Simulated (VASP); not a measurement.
Consider the following.

```xyz
6
Lattice="2.9283 0.0000 0.0000 -1.4642 2.5360 0.0000 0.0000 0.0000 10.3572" Properties=species:S:1:pos:R:3 pbc="T T T"
B      1.4638     0.8438     7.7795
B      0.0003     1.6787     2.5805
Pt     1.4808     0.8554     3.9994
Pt    -0.0229     1.7044     6.3602
Pt    -0.0147     1.6809     9.1541
Pt     1.4852     0.8447     1.1979
```

Method: LDA (Ceperley-Alder, Perdew-Zunger), VASP's LDA PAW potentials (set 64) (plane waves; VASP 6.6.1). Run with 400 eV cut-off, 8×8×2 Γ-centred mesh, Fermi-Dirac smearing of 0.14 eV, potentials B Pt.

At this cut-off the stress carries a Pulay error, which pulls relaxed volumes low.

Task: Give the force on each atom (eV/Å).

Result: 
```
atom      Fx      Fy      Fz
----  ------  ------  ------
B1    -0.113   0.020  -0.176
B2     0.122   0.111   0.140
Pt3   -0.045  -0.068  -0.544
Pt4    0.057  -0.042   0.501
Pt5    0.048   0.019  -0.163
Pt6   -0.069  -0.039   0.242
```

Task: Give the stress tensor in GPa (positive for a compressed cell).

Result: 
```
 -8.97    0.38    0.05
  0.38   -9.27    0.12
  0.05    0.12  -10.30
```
The pressure is its mean diagonal, -9.52 GPa.

The structure comes from a computed database's BPt2 entry; how it stands against other phases isn't given here. The cell was not relaxed at this level, atoms are displaced from their ideal sites. The k-mesh is coarse (spacing up to 0.31 per Å, 2π included), so the numbers may not be converged in it.
